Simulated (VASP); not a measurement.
# Li3Be4B4O12 (a cell with a defect): single point with PBEsol

Li3Be4B4O12 (a cell with a defect):

```
CELL_PARAMETERS angstrom
-6.89639 -4.09926 0.00000
2.35561 -4.09926 0.00000
1.82037 1.49174 5.40372
ATOMIC_POSITIONS crystal
Li 0.07908 0.83697 0.11666
Li 0.55818 0.35159 0.13359
Li 0.44081 0.67805 0.80509
Be 0.97283 0.24984 0.32574
Be 0.01295 0.67499 0.61931
Be 0.47585 0.83653 0.37376
Be 0.57217 0.18982 0.70964
B 0.28826 0.34771 0.28834
B 0.77038 0.67470 0.76216
B 0.74107 0.79723 0.21304
B 0.20060 0.17811 0.73077
O 0.12009 0.18850 0.22349
O 0.93484 0.79661 0.80985
O 0.30367 0.61987 0.30201
O 0.72650 0.39867 0.75901
O 0.05860 0.34699 0.66282
O 0.87979 0.62298 0.26985
O 0.56558 0.74633 0.18337
O 0.37869 0.30247 0.81868
O 0.79546 0.07475 0.27722
O 0.16741 0.90272 0.68057
O 0.59242 0.83862 0.70601
O 0.45188 0.16446 0.34171
```

| Item | Value |
| --- | --- |
| Program | VASP 6.6.1 |
| Task | single point |
| Functional | PBEsol |
| Potentials or basis | VASP PAW PBE potentials, release 64 (Li_sv, Be, B, O) |
| Cutoff | 520 eV |
| k mesh | 2 × 2 × 2 |
| Occupations | fermi-dirac, width 0.05 eV |
| Spin | no spin polarisation |

```
Largest force          : 4.849 eV/Å
Band gap on the k mesh : 4.58 eV, direct
```

Forces in eV/Å, atoms in the order of the input:
```
Li  -0.735  0.760  0.847
Li  -0.581  0.832  0.952
Li   1.593  0.693  0.211
Be   2.074 -0.025  0.416
Be  -0.772 -0.665  0.115
Be   0.089  0.379 -0.568
Be   0.188  0.533 -1.018
B   -2.043  4.397  0.020
B    1.404  1.079  0.118
B    2.122 -2.194  2.320
B   -1.818 -1.061  0.123
O   -0.373 -2.828  1.062
O    2.329  2.326 -1.528
O    1.221 -2.153  0.094
O    0.009  0.047  0.363
O    1.962 -1.523 -1.958
O   -3.537  1.670  1.107
O   -1.137  1.364 -0.728
O   -1.703  0.142 -0.751
O    0.551 -1.520 -1.468
O   -2.689  0.768  0.131
O   -1.305 -2.648 -0.774
O    3.151 -0.373  0.913
```

Levels at points of the mesh, in eV from the valence-band top:
| k point | band 49 | band 50 | band 51 | band 52 | band 53 | band 54 |
| --- | --- | --- | --- | --- | --- | --- |
| (0.00, 0.00, 0.00) | -0.65 | -0.36 | 0.00 | 4.58 | 5.42 | 6.02 |
| (0.50, 0.00, 0.00) | -0.82 | -0.41 | -0.08 | 5.19 | 5.41 | 5.48 |
| (0.00, 0.50, 0.00) | -0.77 | -0.73 | -0.45 | 5.48 | 5.77 | 5.93 |
| (0.50, 0.50, 0.00) | -0.76 | -0.61 | -0.46 | 5.49 | 5.78 | 5.93 |
| (0.00, 0.00, 0.50) | -0.69 | -0.36 | -0.03 | 5.01 | 5.95 | 6.28 |
| (0.50, 0.00, 0.50) | -0.72 | -0.40 | -0.04 | 5.19 | 5.81 | 6.10 |
| (0.00, 0.50, 0.50) | -0.74 | -0.73 | -0.50 | 5.33 | 5.86 | 6.28 |
| (0.50, 0.50, 0.50) | -0.82 | -0.69 | -0.41 | 5.38 | 5.84 | 6.30 |

Run time: 6.5 min on 1 thread of Intel(R) Xeon(R) Platinum 8488C (Sapphire Rapids), on a shared host, peak memory 0.35 GiB.

Caveat: the k mesh is coarse (spacing up to 0.67 Å⁻¹), so the values aren't converged; the cell carries a net charge on a neutralising background, which shifts energy and pressure; the cell is charged against a uniform background, so pressure and absolute levels hang on convention; the PAW data sets were made with another functional, which shifts forces and pressure a little. Expect the measured gap to be larger: semilocal functionals such as PBEsol lack the derivative discontinuity.
